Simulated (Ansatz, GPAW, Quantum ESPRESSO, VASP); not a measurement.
## Code comparison for CdF2 (Fm-3m, 3 atoms in the cell)

Self-consistent single point.

```xyz
3
Lattice="0.0000 2.6950 2.6950 2.6950 0.0000 2.6950 2.6950 2.6950 0.0000" Properties=species:S:1:pos:R:3 pbc="T T T"
Cd     0.0000     0.0000     0.0000
F      1.3475     1.3475     1.3475
F      4.0425     4.0425     4.0425
```

Shared settings, as Ansatz (a first-principles code) writes them: kpoints.mp_grid.grid = 6 6 6; scf.occupations.method = fermi_dirac; scf.occupations.width = 0.05 eV. Potentials and cutoffs stand in the table.

```tsv
code	model	pressure (GPa)	gap on the mesh (eV)	cutoff
VASP	PBE, VASP's PBE PAW potentials (set 64)	-3.61	–	400 eV
Ansatz	PBE, default PAW files	4.66	3.116	420 eV
Quantum ESPRESSO	PBE, SSSP 1.1.2 efficiency (PBE) pseudopotentials	4.82	3.064	45 Ry
GPAW	PBE, GPAW PAW datasets PBE (gpaw-data 1.0.1)	–	3.086	900 eV
```

A dash marks a value that a program does not give, or that is left out as unsure.

No gap is tabulated for VASP: it is not read from that output, or partly filled or unconverged empty levels leave it unsure.

Gaps are read on the mesh.

The spread over the programs that give each value: pressure within 8.43 GPa; gap on the mesh within 0.052 eV.

Ansatz's pressure is given at a fixed set of plane waves, as the other plane-wave codes print theirs; with its correction for the finite basis it is 5.32 GPa (the shift of 0.66 GPa shows how far the cutoff is from converged). The pressure of GPAW is left out: its cutoff lies under the one at which its stress was checked. In the pressure, VASP (by 8.27) lies more than 1 GPa from the median of the plane-wave programs.

On the base mesh (7 7 7) the same programs gave: Ansatz pressure 4.65 GPa, gap on the mesh 3.156 eV; Quantum ESPRESSO pressure 4.81 GPa, gap on the mesh 3.102 eV; GPAW gap on the mesh 3.123 eV; VASP pressure -3.63 GPa.

VASP's run is marked for a possible Pulay error in its stress at this cutoff; no cutoff test was made.

The starting cell has typed, rounded lattice constants, without a prior relaxation at this level.

Left out of this page: ABINIT, Elk, FLEUR and SIESTA (not drawn, or without a comparable value); CP2K (on another mesh).

Keys are those of Ansatz 0.2.
